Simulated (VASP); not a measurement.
Method: vdW-DF-cx, VASP's PBE PAW potentials (set 64) (plane waves; VASP 6.6.1).

VASP input:

INCAR:
```
SYSTEM = CdSe
PREC = Accurate
ENCUT = 520
EDIFF = 1E-6
NELM = 100
ALGO = Normal
LREAL = .FALSE.
LASPH = .TRUE.
ISMEAR = 0
SIGMA = 0.05
GGA = CX
LUSE_VDW = .TRUE.
AGGAC = 0.0
LMAXMIX = 4
LWAVE = .FALSE.
LCHARG = .FALSE.
IBRION = 2
ISIF = 3
NSW = 60
EDIFFG = -0.01
```

### POSCAR
```
CdSe
1
    0.0000000000     3.0250000000     3.0250000000
    3.0250000000     0.0000000000     3.0250000000
    3.0250000000     3.0250000000     0.0000000000
Cd Se
1 1
Direct
  0.0000000000   0.0000000000   0.0000000000
  0.2500000000   0.2500000000   0.2500000000
```

File KPOINTS:
```
Automatic mesh
0
Gamma
7 7 7
0 0 0
```

POTCAR, in this order: Cd Se (PBE.64 set). Program: vasp_std.

Energy and stress use the plane-wave basis of the starting cell.

### Question
Estimate the energy per atom (σ→0), volume per atom, band gap (on the k-mesh).

### Answer

```yaml
energy per atom (σ→0): -35.5 kJ/mol-atom
band gap (on the k-mesh): 0.47 eV
volume_per_atom: 28.64 Å³/atom
```

**OSZICAR**
```
...
DAV:   1    -0.763600862807E+00   -0.28565E-01   -0.55936E-01   575   0.988E+00    0.118E+00
DAV:   2    -0.739133879627E+00    0.24467E-01   -0.63572E-02   560   0.399E+00    0.394E-01
DAV:   3    -0.736671559529E+00    0.24623E-02   -0.68078E-03   540   0.917E-01    0.337E-01
DAV:   4    -0.736436341150E+00    0.23522E-03   -0.47009E-04   535   0.218E-01    0.539E-02
DAV:   5    -0.736426112244E+00    0.10229E-04   -0.81316E-05   605   0.136E-01    0.260E-02
DAV:   6    -0.736428124261E+00   -0.20120E-05   -0.14896E-05   545   0.527E-02    0.795E-03
DAV:   7    -0.736428227244E+00   -0.10298E-06   -0.92526E-07   425   0.666E-03
   3 F= -.73642823E+00 E0= -.73642823E+00  d E =-.107709E-01
```

The compound is CdSe in the zinc blende structure, whereas wurtzite is the usual form. This run relaxes it. Symmetry was kept, so distortions that lower it aren't found.
